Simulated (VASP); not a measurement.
An input for Quantum ESPRESSO's pw.x (written as the equivalent of a VASP run, and not itself run):

```
&CONTROL
  calculation = 'scf'
  pseudo_dir = './pseudo'
  outdir = './out'
  tprnfor = .true.
  tstress = .true.
/
&SYSTEM
  ibrav = 0
  nat = 3
  ntyp = 2
  ecutwfc = 84
  occupations = 'smearing'
  smearing = 'gaussian'
  degauss = 0.003675
  input_dft = 'pbe'
/
&ELECTRONS
  conv_thr = 7.3e-08
  electron_maxstep = 100
/
ATOMIC_SPECIES
  Mg 24.305 Mg.upf
  Ge 72.630 Ge.upf
CELL_PARAMETERS angstrom
     0.0000000    3.2060678    3.2060678
     3.2060678    0.0000000    3.2060678
     3.2060678    3.2060678    0.0000000
ATOMIC_POSITIONS crystal
  Mg   0.2500000  0.2500000  0.2500000
  Mg   0.7500000  0.7500000  0.7500000
  Ge   1.0000000  0.0000000  0.0000000
K_POINTS automatic
  4 4 4 0 0 0
```

Question: Translate this input to VASP (INCAR, KPOINTS, POSCAR, choice of POTCAR).

Answer: This is not unique; one that fits is 
File KPOINTS:
```
K-points
0
Gamma
 4 4 4
0 0 0
```

POSCAR:
```
Mg2Ge
1
    0.0000000000     3.2060677739     3.2060677739
    3.2060677739     0.0000000000     3.2060677739
    3.2060677739     3.2060677739     0.0000000000
Mg Ge
2 1
Direct
  0.2500000000   0.2500000000   0.2500000000
  0.7500000000   0.7500000000   0.7500000000
  1.0000000000   0.0000000000   0.0000000000
```

**INCAR**
```
! general
SYSTEM  = Mg2Ge
PREC    = Accurate
ENCUT   = 520
LREAL   = .FALSE.   ! projection in real space or not
LASPH   = .TRUE.   ! aspherical one-centre terms

! electronic loop
EDIFF   = 1E-6   ! SCF stop (eV)
NELM    = 100   ! most electronic steps
ALGO    = Normal
LMAXMIX = 4

! smearing
ISMEAR  = 0   ! Gaussian
SIGMA   = 0.05

! functional
GGA     = PE

! output
LWAVE   = .TRUE.
LCHARG  = .FALSE.
```

POTCAR, in this order: Mg Ge_d (PBE.64 set). Program: vasp_std.

Limits of the translation: the potentials are each code's own (VASP's PAW set, PseudoDojo norm-conserving files in pw.x), so ENCUT and ecutwfc are chosen apart and not converted; conv_thr bounds pw.x's estimated SCF error, while EDIFF bounds the energy change between steps.

The compound is Mg2Ge in the antifluorite structure. It was relaxed first. The k-mesh is coarse (spacing up to 0.42 per Å, 2π included), so the numbers may not be converged in it.
